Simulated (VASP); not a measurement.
Data:

```xyz
2
Lattice="0.0000 2.8350 2.8350 2.8350 0.0000 2.8350 2.8350 2.8350 0.0000" Properties=species:S:1:pos:R:3 pbc="T T T"
Zn     0.0000     0.0000     0.0000
Se     1.4175     1.4175     1.4175
```

Calculation: LDA (Ceperley-Alder, Perdew-Zunger), VASP's LDA PAW potentials (set 64) (plane waves; VASP). Run with 300 eV cut-off, 5×5×5 Γ-centred mesh, Fermi-Dirac smearing of 0.020 eV, potentials Zn Se.

At this cut-off the stress carries a Pulay error, which pulls relaxed volumes low.

Task: Predict the energy per atom (σ→0), pressure, band gap (on the k-mesh) with the smallest direct gap where there is one.

Result: 
```yaml
band gap (on the k-mesh): 1.05 eV
smallest direct gap (on the k-mesh): 1.05 eV
energy per atom (σ→0): -3.664 eV/atom
pressure: -3.12 GPa
```

The absolute energy has meaning only against runs of the same code, potentials and settings.

The structure is a typed ZnSe crystal. The cell was not relaxed at this level.
